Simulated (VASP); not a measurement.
Given:

```
AuZn
1.0
    3.22085     0.00000     0.00000
    0.00000     3.12704     0.00000
    0.00000     0.00000     3.22085
Zn Au
1 1
Direct
  0.50000   0.50000   0.50000
  0.00000   0.00000   0.00000
```

Calculation: PBEsol GGA, VASP's PBE PAW potentials (set 64) (plane waves; VASP 6.6.1). Settings: 480 eV cut-off, 12×12×12 Γ-centred mesh, first-order Methfessel-Paxton smearing of 0.10 eV, potentials Zn Au.

Q: Give the stress tensor in GPa (positive for a compressed cell).

A: 
```
-7.33   0.00   0.00
 0.00  -5.98   0.00
 0.00   0.00  -7.33
```
The pressure is its mean diagonal, -6.88 GPa.

The compound is AuZn in the CsCl type structure. This cell was strained or had an atom moved on purpose. The electron count is odd and the run is not spin-polarised, which forces a metal.
